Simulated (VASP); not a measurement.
Input for VASP

### POSCAR
```
Zn
1
    1.3356537050    -2.3134205098     0.0000000000
    1.3356537050     2.3134205098    -0.0000000000
    0.0000000000    -0.0000000000     4.8533396089
Zn
2
Direct
  0.3333330000   0.6666670000   0.2500000000
  0.6666670000   0.3333330000   0.7500000000
```

**KPOINTS**
```
kpoints
0
G
14 14 8
0 0 0
```

INCAR:
```
! general
SYSTEM  = Zn
PREC    = Accurate
ENCUT   = 480
LREAL   = .False.   ! projection in real space or not
LASPH   = .True.   ! aspherical one-centre terms

! electronic loop
EDIFF   = 1E-7   ! SCF stop (eV)
NELM    = 100   ! most electronic steps
ALGO    = Normal
LMAXMIX = 4

! smearing
ISMEAR  = 1   ! Methfessel-Paxton
SIGMA   = 0.1

! functional
GGA     = PE   ! PBE

! ions
ISIF    = 2   ! forces and stress, cell fixed

! output
LWAVE   = .False.
LCHARG  = .False.
```

POTCAR, in this order: Zn (PBE.64 set). Program: vasp_std.

Q: Translate this PBE calculation to Ansatz.

A: One equivalent input (not run):
Ansatz 0.2 input:
```yaml
crystal:
  lattice:
    - [1.3356537, -2.3134205, 0.0000000]
    - [1.3356537, 2.3134205, 0.0000000]
    - [0.0000000, 0.0000000, 4.8533396]
  atoms:
    - { symbol: Zn, position: [0.3333330, 0.6666670, 0.2500000] }
    - { symbol: Zn, position: [0.6666670, 0.3333330, 0.7500000] }
kpoints:
  mp_grid: { grid: [14, 14, 8] }
hamiltonian:
  xc: pbe
  pseudopotentials: { kind: paw }
scf:
  occupations: { method: methfessel_paxton, width: 0.1 }
  max_iter: 100
output: { forces: true, stress: true, eigenvalues: true }
```
Limits of the translation: each code has its own PAW files, so the cut-off isn't converted (ENCUT is set for VASP's; basis.ecutwfc is left out, and Ansatz then takes the one that its files recommend); Ansatz stops its SCF on the density residual and VASP on the energy change (EDIFF).

The compound is Zn in the hcp structure. It was relaxed first.
